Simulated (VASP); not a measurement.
VASP ran on this input.

### INCAR
```
# general
SYSTEM =MgF2
PREC   =Accurate
ENCUT  =620   # plane-wave cut-off (eV)
LREAL  =.False.
LASPH  =.True.   # aspherical one-centre terms

# electronic loop
EDIFF  =1E-6
NELM   =100   # most electronic steps
ALGO   =Normal

# smearing
ISMEAR =0   # Gaussian
SIGMA  =0.05   # width (eV)

# functional
GGA    =PE   # PBE

# ions
IBRION =2   # conjugate gradients
NSW    =40
ISIF   =3   # ions, shape and volume
EDIFFG =-0.02
PSTRESS=300

# output
LWAVE  =.False.
LCHARG =.False.
```

KPOINTS:
```
Automatic mesh
0
Gamma
5 5 8
0 0 0
```

File POSCAR:
```
MgF2
1
    4.4352355335     0.0000000000     0.0000000000
    0.0000000000     4.4352355335     0.0000000000
    0.0000000000     0.0000000000     2.9514694799
Mg F
2 4
Direct
  0.0000000000   0.0000000000   0.0000000000
  0.5000000000   0.5000000000   0.5000000000
  0.3013777239   0.3013777239   0.0000000000
  0.8013777239   0.1986222761   0.5000000000
  0.1986222761   0.8013777239   0.5000000000
  0.6986222761   0.6986222761   0.0000000000
```

POTCAR, in this order: Mg F (PBE.64 set). Program: vasp_std.

**Question.** Translate this PBE calculation to Quantum ESPRESSO's pw.x.

**Answer.** One equivalent input (not run):
```
&CONTROL
  calculation = 'vc-relax'
  pseudo_dir = './pseudo'
  outdir = './out'
  tprnfor = .true.
  tstress = .true.
  nstep = 40
  forc_conv_thr = 0.00078
/
&SYSTEM
  ibrav = 0
  nat = 6
  ntyp = 2
  ecutwfc = 84
  occupations = 'smearing'
  smearing = 'gaussian'
  degauss = 0.003675
  input_dft = 'pbe'
/
&ELECTRONS
  conv_thr = 7.3e-08
  electron_maxstep = 100
/
&IONS
/
&CELL
  press = 300
/
ATOMIC_SPECIES
  Mg 24.305 Mg.upf
  F 18.998 F.upf
CELL_PARAMETERS angstrom
     4.4352355    0.0000000    0.0000000
     0.0000000    4.4352355    0.0000000
     0.0000000    0.0000000    2.9514695
ATOMIC_POSITIONS crystal
  Mg   0.0000000  0.0000000  0.0000000
  Mg   0.5000000  0.5000000  0.5000000
  F    0.3013777  0.3013777  0.0000000
  F    0.8013777  0.1986223  0.5000000
  F    0.1986223  0.8013777  0.5000000
  F    0.6986223  0.6986223  0.0000000
K_POINTS automatic
  5 5 8 0 0 0
```
What does not carry over: the potentials are each code's own (VASP's PAW set, PseudoDojo norm-conserving files in pw.x), so ENCUT and ecutwfc are chosen apart and not converted; conv_thr bounds pw.x's estimated SCF error, while EDIFF bounds the energy change between steps; forc_conv_thr acts on force components and is met together with etot_conv_thr.

The compound is MgF2 in the rutile structure. This run relaxes it under an external pressure of 30 GPa. Symmetry was kept, so distortions that lower it aren't found.
